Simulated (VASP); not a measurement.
All values below come from SCAN meta-GGA, VASP's PBE PAW potentials (set 64) (plane waves; VASP).

A VASP calculation is set up with these files.

POSCAR:
```
Li2O
1.0
  0.0000000000   2.2828509307   2.2828509307
  2.2828509307   0.0000000000   2.2828509307
  2.2828509307   2.2828509307   0.0000000000
Li O
2 1
Cart
  1.1414254654   1.1414254654   1.1414254654
  3.4242763960   3.4242763960   3.4242763960
  0.0000000000   0.0000000000   0.0000000000
```

### KPOINTS_OPT
```
k-points along high-symmetry lines
10
Line-mode
Reciprocal
  0.000000   0.000000   0.000000 ! GAMMA
  0.500000   0.000000   0.500000 ! X

  0.500000   0.000000   0.500000 ! X
  0.625000   0.250000   0.625000 ! U

  0.375000   0.375000   0.750000 ! K
  0.000000   0.000000   0.000000 ! GAMMA

  0.000000   0.000000   0.000000 ! GAMMA
  0.500000   0.500000   0.500000 ! L

  0.500000   0.500000   0.500000 ! L
  0.500000   0.250000   0.750000 ! W

  0.500000   0.250000   0.750000 ! W
  0.500000   0.000000   0.500000 ! X
```

**KPOINTS**
```
Regular mesh
0
gamma
11 11 11
```

### INCAR
```
SYSTEM = Li2O
PREC = Accurate
ENCUT = 520
EDIFF = 1E-7
NELM = 100
ALGO = Normal
LREAL = .FALSE.
LASPH = .TRUE.
ISMEAR = -5
METAGGA = SCAN
LMIXTAU = .TRUE.
LWAVE = .FALSE.
LCHARG = .FALSE.
LORBIT = 11
NEDOS = 601
ISIF = 2
```

POTCAR, in this order: Li_sv O (PBE.64 set). Program: vasp_std.

Task: What will the output report for the number of irreducible k-points (NKPTS), largest plane-wave count, number of space-group operations, FFT grid (NGX, NGY, NGZ)?

Result: 
* **number of irreducible k-points (NKPTS)**: 56
* **largest plane-wave count**: 654
* **number of space-group operations**: 48
* **FFT grid (NGX, NGY, NGZ)**: 24 × 24 × 24

The compound is Li2O in the antifluorite structure. It was relaxed first.
